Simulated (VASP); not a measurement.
# N on Cu(111): which site?, part 2 of 3

Where does N sit on Cu(111), and how strongly does it bind?

VASP 6.6.1, plane waves and PAW; the level of theory is named at each step.

So far. Step 6 (Relaxing the atoms): Energy at zero smearing: -16.28518 eV. Step 7 (Relaxing the adsorbate, site ontop): The run ended after 15 ionic steps, 0.381 eV below its first step, once the forces on the free atoms met EDIFFG = -0.03.

## Step 8: Potential and states with the adsorbate, site ontop

A static run like the clean slab's shows how the vacuum level shifts, by charge transfer, by any dipole of the adsorbate and by the slab's own rearrangement.

INCAR reads:

```
SYSTEM = Cu12N
PREC = Normal
ENCUT = 440
EDIFF = 1E-06
NELM = 120
ISMEAR = 1
SIGMA = 0.15
LREAL = Auto
ALGO = Fast
GGA = RP
NBANDS = 84
LASPH = .TRUE.
LORBIT = 11
LWAVE = .FALSE.
LCHARG = .FALSE.
KPAR = 4
IDIPOL = 3
LDIPOL = .TRUE.
DIPOL = 0.5 0.5 0.515
LVHAR = .TRUE.
LVACPOTAV = .TRUE.
NEDOS = 1500
```

POSCAR reads:

```
Cu12N
1.0
    5.2047758275      0.0000000000      0.0000000000
    2.6023879138      4.5074680876      0.0000000000
    0.0000000000      0.0000000000     19.2496816677
Cu N
12 1
Selective dynamics
Direct
    0.1666666700      0.1666666700      0.3896168300  F F F
    0.6666666700      0.1666666700      0.3896168300  F F F
    0.1666666700      0.6666666700      0.3896168300  F F F
    0.6666666700      0.6666666700      0.3896168300  F F F
    0.8308446044      0.3383107812      0.4987623047  T T T
    0.3333333300      0.3333333300      0.5023044334  T T T
    0.8308446044      0.8308446044      0.4987623047  T T T
    0.3383107812      0.8308446044      0.4987623047  T T T
    0.0000000000      0.0000000000      0.6013436174  T T T
    0.5005218119      0.9989563762      0.6137688640  T T T
    0.9989563762      0.5005218119      0.6137688640  T T T
    0.5005218119      0.5005218119      0.6137688640  T T T
    0.0000000000      0.0000000000      0.6910988601  T T T
```

KPOINTS reads:

```
Automatic mesh
0
Gamma
6 6 1
0 0 0
```

PAW data sets: Cu and N (PBE family, release 64).

The run is started by

```bash
$ mpirun -np 4 vasp_std
```

It took 39 s on 4 MPI ranks of Intel Xeon 6975P-C (Granite Rapids), shared host; peak memory 1.4 GiB; 2.6 min of CPU time.

This step gave:

- electronic cycles: 29
- Fermi energy: -0.994 eV
- dipole moment: 0, 0, 0.2122 e·Å
- vacuum levels: 5.203, 3.565 eV
- work functions of the upper and lower face: 6.197, 4.559 eV

Zero at the Fermi level. Table of planar average of the electrostatic potential by height:

```csv
height (Å),planar average of the electrostatic potential (eV)
0.0,6.14
0.5,4.76
1.0,4.56
1.5,4.56
2.0,4.56
2.5,4.56
3.0,4.56
3.5,4.56
4.0,4.56
4.5,4.54
5.0,4.49
5.5,4.32
6.0,3.69
6.5,1.60
7.0,-7.87
7.5,-14.5
8.0,-7.91
8.5,0.364
9.0,-5.45
9.5,-14.1
10.0,-10.5
10.5,-0.494
11.0,-2.57
11.5,-12.3
12.0,-12.5
12.5,-2.52
13.0,0.958
13.5,2.20
14.0,5.25
14.5,6.01
15.0,6.16
15.5,6.19
16.0,6.20
16.5,6.20
17.0,6.20
17.5,6.20
18.0,6.20
18.5,6.20
19.0,6.20
```

Density of states in the PAW spheres, an atom over height of the layer and energy from the Fermi level.

Ten even steps from '0' (0.00 states/eV) to '9' (6.13 states/eV), each cell a mean:
```
000001
000101
000001
000101
000010
667190
856180
644160
765250
344220
233410
133710
021901
010400
000000
000000
000000
000000
000000
000000
000000
000000
```
Columns: height of the layer (Å) from 7.5 to 13.3 (not evenly spaced); rows upwards: energy from the Fermi level (eV) from -7.9 to 0.5.

Force by atom:

```csv
atom,x (eV/Å),y (eV/Å),z (eV/Å),size
Cu1,-0.0008,-0.0005,0.0237,0.0237
Cu2,0.0008,-0.0005,0.0237,0.0237
Cu3,0.0000,0.0009,0.0237,0.0237
Cu4,0.0000,0.0000,-0.0770,0.0770
Cu5,0.0000,-0.0205,-0.0005,0.0205
Cu6,0.0000,0.0000,0.0354,0.0354
Cu7,0.0178,0.0103,-0.0005,0.0205
Cu8,-0.0178,0.0103,-0.0005,0.0205
Cu9,0.0000,0.0000,-0.0187,0.0187
Cu10,0.0000,-0.0158,-0.0045,0.0164
Cu11,-0.0137,0.0079,-0.0045,0.0164
Cu12,0.0137,0.0079,-0.0045,0.0164
N13,0.0000,0.0000,0.0042,0.0042
```

The map of layer states is cut here 0.5 eV above the Fermi level, so it leaves out the states above that.

At the end the adsorbate's closest contact with the slab is N-Cu at 1.73 Å, nearly straight above the slab's atom, and its lowest atom lies 1.49 Å above the highest atom of the slab.

The vacuum level lies 6.20 eV above the Fermi level at the upper face; the two faces differ by 1.64 eV, the step that the slab's dipole of 0.212 e·Å makes.

VASP counts the dipole in electrons times Å, so a positive number points the physical dipole along −c.

The program found no field-free point at its default tolerance, but its printed level agrees with the flat part of the planar average.

On this mesh the fine structure of the density of states is sampling noise, and high empty states may be cut by the number of bands.

## Step 9: Relaxing the adsorbate, site bridge

INCAR reads:

```
SYSTEM = Cu12N
PREC = Normal
ENCUT = 440
EDIFF = 1E-05
NELM = 120
ISMEAR = 1
SIGMA = 0.15
LREAL = Auto
ALGO = Fast
GGA = RP
NBANDS = 84
LASPH = .TRUE.
LORBIT = 11
LWAVE = .FALSE.
LCHARG = .FALSE.
KPAR = 4
IBRION = 2
NSW = 50
ISIF = 2
EDIFFG = -0.03
POTIM = 0.4
MAXMIX = 40
IDIPOL = 3
LDIPOL = .TRUE.
DIPOL = 0.5 0.5 0.512
```

POSCAR reads:

```
Cu12N
1.0
    5.2047758275      0.0000000000      0.0000000000
    2.6023879138      4.5074680876      0.0000000000
    0.0000000000      0.0000000000     19.2496816677
Cu N
12 1
Selective dynamics
Direct
    0.1666666700      0.1666666700      0.3896168300  F F F
    0.6666666700      0.1666666700      0.3896168300  F F F
    0.1666666700      0.6666666700      0.3896168300  F F F
    0.6666666700      0.6666666700      0.3896168300  F F F
    0.8333333300      0.3333333300      0.4981014800  T T T
    0.3333333300      0.3333333300      0.4981014800  T T T
    0.8333333300      0.8333333300      0.4981014800  T T T
    0.3333333300      0.8333333300      0.4981014800  T T T
    0.0000000000      0.0000000000      0.6065579000  T T T
    0.5000000000      0.0000000000      0.6065579000  T T T
    0.0000000000      0.5000000000      0.6065579000  T T T
    0.5000000000      0.5000000000      0.6065579000  T T T
    0.2500000000      0.0000000000      0.6792863800  T T T
```

KPOINTS is that of step 8.

The run is started by

```bash
$ mpirun -np 4 vasp_std
```

It took 16 min on 4 MPI ranks; peak memory 1.9 GiB.

The run keeps the 2 symmetry operations of its start, so it cannot find a distortion of lower symmetry.

Relaxation path (22 of 38):

```csv
step,energy less that of the first step (eV),largest force (eV/Å)
1,0.0000,2.1732
3,-0.2013,1.0289
5,-0.3528,0.8393
6,-0.3640,0.5687
8,-0.4159,0.4999
10,-0.4898,0.5151
12,-0.5399,0.4954
13,-0.5407,0.5112
15,-0.5765,0.4163
17,-0.6502,0.5303
19,-0.7404,0.5151
20,-0.7840,0.3442
22,-0.8257,0.2982
24,-0.8261,0.6377
26,-0.8505,0.1938
27,-0.8541,0.2106
29,-0.8615,0.1259
31,-0.8654,0.0832
33,-0.8675,0.0657
34,-0.8679,0.0904
36,-0.8693,0.0436
38,-0.8703,0.0284
```

The atoms that moved most (Å):

```csv
atom,dx,dy,dz,length
N13,0.000,0.670,-0.295,0.733
Cu10,0.044,-0.112,0.112,0.164
Cu9,-0.044,-0.112,0.112,0.164
Cu11,0.000,-0.039,0.092,0.100
Cu12,0.000,-0.085,-0.007,0.085
Cu7,0.000,-0.045,0.070,0.084
Cu8,0.000,-0.044,0.024,0.050
Cu6,0.002,-0.043,0.013,0.045
```

The relaxed structure:

```cif
data_structure
_symmetry_space_group_name_H-M 'P 1'
_symmetry_Int_Tables_number 1
_cell_length_a 5.2048
_cell_length_b 5.2048
_cell_length_c 19.2497
_cell_angle_alpha 90.000
_cell_angle_beta 90.000
_cell_angle_gamma 60.000
_cell_volume 451.60
loop_
_atom_site_label
_atom_site_type_symbol
_atom_site_fract_x
_atom_site_fract_y
_atom_site_fract_z
_atom_site_occupancy
Cu1 Cu 0.16667 0.16667 0.38962 1
Cu2 Cu 0.66667 0.16667 0.38962 1
Cu3 Cu 0.16667 0.66667 0.38962 1
Cu4 Cu 0.66667 0.66667 0.38962 1
Cu5 Cu 0.83770 0.32370 0.49879 1
Cu6 Cu 0.33861 0.32370 0.49879 1
Cu7 Cu 0.83837 0.82325 0.50175 1
Cu8 Cu 0.33818 0.82364 0.49932 1
Cu9 Cu 0.00401 0.97525 0.61237 1
Cu10 Cu 0.52073 0.97525 0.61237 1
Cu11 Cu 0.00432 0.49137 0.61133 1
Cu12 Cu 0.50943 0.48113 0.60618 1
N13 N 0.17563 0.14874 0.66394 1
```

The run ended after 38 ionic steps, 0.870 eV below its first step, once the forces on the free atoms met EDIFFG = -0.03.

## Step 10: Potential and states with the adsorbate, site bridge

INCAR reads:

```
SYSTEM = Cu12N
PREC = Normal
ENCUT = 440
EDIFF = 1E-06
NELM = 120
ISMEAR = 1
SIGMA = 0.15
LREAL = Auto
ALGO = Fast
GGA = RP
NBANDS = 84
LASPH = .TRUE.
LORBIT = 11
LWAVE = .FALSE.
LCHARG = .FALSE.
KPAR = 4
IDIPOL = 3
LDIPOL = .TRUE.
DIPOL = 0.5 0.5 0.513
LVHAR = .TRUE.
LVACPOTAV = .TRUE.
NEDOS = 1500
```

POSCAR reads:

```
Cu12N
1.0
    5.2047758275      0.0000000000      0.0000000000
    2.6023879138      4.5074680876      0.0000000000
    0.0000000000      0.0000000000     19.2496816677
Cu N
12 1
Selective dynamics
Direct
    0.1666666700      0.1666666700      0.3896168300  F F F
    0.6666666700      0.1666666700      0.3896168300  F F F
    0.1666666700      0.6666666700      0.3896168300  F F F
    0.6666666700      0.6666666700      0.3896168300  F F F
    0.8376955280      0.3236964079      0.4987903654  T T T
    0.3386080541      0.3236964079      0.4987903654  T T T
    0.8383746227      0.8232507445      0.5017455890  T T T
    0.3381796155      0.8236407590      0.4993225898  T T T
    0.0040145576      0.9752528099      0.6123670547  T T T
    0.5207326325      0.9752528099      0.6123670547  T T T
    0.0043171620      0.4913656760      0.6113261829  T T T
    0.5094347997      0.4811304006      0.6061835217  T T T
    0.1756313995      0.1487372010      0.6639357996  T T T
```

KPOINTS is that of step 9.

The run is started by

```bash
$ mpirun -np 4 vasp_std
```

Elapsed: 81 s, on 4 MPI ranks; peak memory 1.7 GiB; 5.3 min of CPU time.

Zero at the Fermi level. Table of planar average of the electrostatic potential by height:

```csv
height (Å),planar average of the electrostatic potential (eV)
0,5.48
1,4.61
2,4.61
3,4.61
4,4.61
5,4.54
6,3.71
7,-7.91
8,-7.96
9,-5.52
10,-10.6
11,-2.59
12,-13.0
13,0.826
14,5.40
15,5.62
16,5.63
17,5.63
18,5.63
19,5.63
```

The adsorbate has slid 0.67 Å off the bridge site, so these numbers belong to another place.

The map of layer states is cut here 0.5 eV above the Fermi level, so it leaves out the states above that.

At the end the adsorbate's closest contact with the slab is N-Cu at 1.85 Å, 1.56 Å to the side of the slab's atom, and its lowest atom lies 0.99 Å above the highest atom of the slab.

The vacuum level lies 5.63 eV above the Fermi level at the upper face; the two faces differ by 1.02 eV, the step that the slab's dipole of 0.131 e·Å makes.

VASP counts the dipole in electrons times Å, so a positive number points the physical dipole along −c.

The program found no field-free point at its default tolerance, but its printed level agrees with the flat part of the planar average.

On this mesh the fine structure of the density of states is sampling noise, and high empty states may be cut by the number of bands.

## Step 11: Relaxing the adsorbate, site fcc

INCAR reads:

```
SYSTEM = Cu12N
PREC = Normal
ENCUT = 440
EDIFF = 1E-05
NELM = 120
ISMEAR = 1
SIGMA = 0.15
LREAL = Auto
ALGO = Fast
GGA = RP
NBANDS = 84
LASPH = .TRUE.
LORBIT = 11
LWAVE = .FALSE.
LCHARG = .FALSE.
KPAR = 4
IBRION = 2
NSW = 50
ISIF = 2
EDIFFG = -0.03
POTIM = 0.4
MAXMIX = 40
IDIPOL = 3
LDIPOL = .TRUE.
DIPOL = 0.5 0.5 0.511
```

POSCAR reads:

```
Cu12N
1.0
    5.2047758275      0.0000000000      0.0000000000
    2.6023879138      4.5074680876      0.0000000000
    0.0000000000      0.0000000000     19.2496816677
Cu N
12 1
Selective dynamics
Direct
    0.1666666700      0.1666666700      0.3896168300  F F F
    0.6666666700      0.1666666700      0.3896168300  F F F
    0.1666666700      0.6666666700      0.3896168300  F F F
    0.6666666700      0.6666666700      0.3896168300  F F F
    0.8333333300      0.3333333300      0.4981014800  T T T
    0.3333333300      0.3333333300      0.4981014800  T T T
    0.8333333300      0.8333333300      0.4981014800  T T T
    0.3333333300      0.8333333300      0.4981014800  T T T
    0.0000000000      0.0000000000      0.6065579000  T T T
    0.5000000000      0.0000000000      0.6065579000  T T T
    0.0000000000      0.5000000000      0.6065579000  T T T
    0.5000000000      0.5000000000      0.6065579000  T T T
    0.1666666700      0.1666666700      0.6662991500  T T T
```

KPOINTS is that of step 10.

The run is started by

```bash
$ mpirun -np 4 vasp_std
```

Elapsed: 5.1 min, on 4 MPI ranks; peak memory 1.5 GiB.

Relaxation path (22 of 25):

```csv
step,energy less that of the first step (eV),largest force (eV/Å)
1,0.0000,0.9518
2,-0.0560,0.4297
3,-0.0822,0.4793
4,-0.1037,0.0793
6,-0.1038,0.0804
7,-0.1054,0.0511
8,-0.1064,0.0986
9,-0.1071,0.0496
10,-0.1075,0.1176
11,-0.1075,0.1002
12,-0.1075,0.1089
14,-0.1084,0.0810
15,-0.1093,0.0563
16,-0.1094,0.0937
17,-0.1097,0.0606
18,-0.1097,0.0840
19,-0.1097,0.0674
20,-0.1097,0.0802
22,-0.1101,0.0514
23,-0.1102,0.0380
24,-0.1104,0.0306
25,-0.1105,0.0213
```

The atoms that moved most (Å):

```csv
atom,dx,dy,dz,length
Cu9,-0.043,-0.025,0.100,0.112
Cu10,0.043,-0.025,0.100,0.112
Cu11,0.000,0.049,0.100,0.112
Cu7,0.000,0.000,0.068,0.068
N13,0.000,0.000,-0.049,0.049
Cu12,0.000,0.000,-0.022,0.022
Cu5,0.000,0.000,0.011,0.011
Cu8,0.000,0.000,0.011,0.011
```

The relaxed structure:

```
Cu N
1.0
     5.20478    0.00000    0.00000
     2.60239    4.50747    0.00000
     0.00000    0.00000   19.24968
Cu N
12 1
Direct
  0.16667 0.16667 0.38962
  0.66667 0.16667 0.38962
  0.16667 0.66667 0.38962
  0.66667 0.66667 0.38962
  0.83325 0.33337 0.49869
  0.33337 0.33337 0.49869
  0.83333 0.83333 0.50165
  0.33337 0.83325 0.49869
  0.99453 0.99453 0.61176
  0.51094 0.99453 0.61176
  0.99453 0.51094 0.61176
  0.50000 0.50000 0.60543
  0.16667 0.16667 0.66375
```

The run ended after 25 ionic steps, 0.110 eV below its first step, once the forces on the free atoms met EDIFFG = -0.03.

## Step 12: Potential and states with the adsorbate, site fcc

INCAR reads:

```
SYSTEM = Cu12N
PREC = Normal
ENCUT = 440
EDIFF = 1E-06
NELM = 120
ISMEAR = 1
SIGMA = 0.15
LREAL = Auto
ALGO = Fast
GGA = RP
NBANDS = 84
LASPH = .TRUE.
LORBIT = 11
LWAVE = .FALSE.
LCHARG = .FALSE.
KPAR = 4
IDIPOL = 3
LDIPOL = .TRUE.
DIPOL = 0.5 0.5 0.512
LVHAR = .TRUE.
LVACPOTAV = .TRUE.
NEDOS = 1500
```

POSCAR reads:

```
Cu12N
1.0
    5.2047758275      0.0000000000      0.0000000000
    2.6023879138      4.5074680876      0.0000000000
    0.0000000000      0.0000000000     19.2496816677
Cu N
12 1
Selective dynamics
Direct
    0.1666666700      0.1666666700      0.3896168300  F F F
    0.6666666700      0.1666666700      0.3896168300  F F F
    0.1666666700      0.6666666700      0.3896168300  F F F
    0.6666666700      0.6666666700      0.3896168300  F F F
    0.8332514908      0.3333742496      0.4986909191  T T T
    0.3333742496      0.3333742496      0.4986909191  T T T
    0.8333333300      0.8333333300      0.5016481358  T T T
    0.3333742496      0.8332514908      0.4986909191  T T T
    0.9945283143      0.9945283143      0.6117614945  T T T
    0.5109433714      0.9945283143      0.6117614945  T T T
    0.9945283143      0.5109433714      0.6117614945  T T T
    0.5000000000      0.5000000000      0.6054251109  T T T
    0.1666666700      0.1666666700      0.6637506806  T T T
```

KPOINTS is that of step 11.

The run is started by

```bash
$ mpirun -np 4 vasp_std
```

The job ended after 62 s (4 MPI ranks; peak memory 1.4 GiB).

Zero at the Fermi level. The planar average of the electrostatic potential by height:

height (Å), planar average of the electrostatic potential (eV) and a bar from the least value:
```
      0.0        5.5 ##############################
      0.5        4.6 #############################
      1.0        4.6 ############################
      1.5        4.6 ############################
      2.0        4.6 ############################
      2.5        4.6 ############################
      3.0        4.6 ############################
      3.5        4.6 ############################
      4.0        4.6 ############################
      4.5        4.6 ############################
      5.0        4.5 ############################
      5.5        4.4 ############################
      6.0        3.7 ###########################
      6.5        1.6 ########################
      7.0       -7.9 ##########
      7.5      -14.5 
      8.0       -8.0 ##########
      8.5        0.3 ######################
      9.0       -5.6 #############
      9.5      -14.3 
     10.0      -10.5 ######
     10.5       -0.5 #####################
     11.0       -2.7 ##################
     11.5      -12.8 ###
     12.0      -12.9 ##
     12.5       -4.4 ###############
     13.0        0.9 #######################
     13.5        4.6 ############################
     14.0        5.4 ##############################
     14.5        5.6 ##############################
     15.0        5.6 ##############################
     15.5        5.6 ##############################
     16.0        5.6 ##############################
     16.5        5.6 ##############################
     17.0        5.6 ##############################
     17.5        5.6 ##############################
     18.0        5.6 ##############################
     18.5        5.6 ##############################
     19.0        5.6 ##############################
```

The map of layer states is cut here 0.5 eV above the Fermi level, so it leaves out the states above that.

At the end the adsorbate's closest contact with the slab is N-Cu at 1.85 Å, 1.55 Å to the side of the slab's atom, and its lowest atom lies 1.00 Å above the highest atom of the slab.

The vacuum level lies 5.63 eV above the Fermi level at the upper face; the two faces differ by 1.02 eV, the step that the slab's dipole of 0.132 e·Å makes.

VASP counts the dipole in electrons times Å, so a positive number points the physical dipole along −c.

The program found no field-free point at its default tolerance, but its printed level agrees with the flat part of the planar average.

On this mesh the fine structure of the density of states is sampling noise, and high empty states may be cut by the number of bands.

(Part 2 of 3 ends here.)

[Lines on the potential files, build, host, timing and source positions are cut from VASP's logs without a mark.]

[Logs are printed without paths, hosts, clocks, repeated set-up lines and the standing remarks that a program may print on its own settings, such as how far it seeks lower states.]

[Hosts, paths, dates, database ids (printed as entryN), source tags and the programs' standing remarks are cut or masked in the printed files.]

[Runs that stopped without an error message from VASP are left out.]
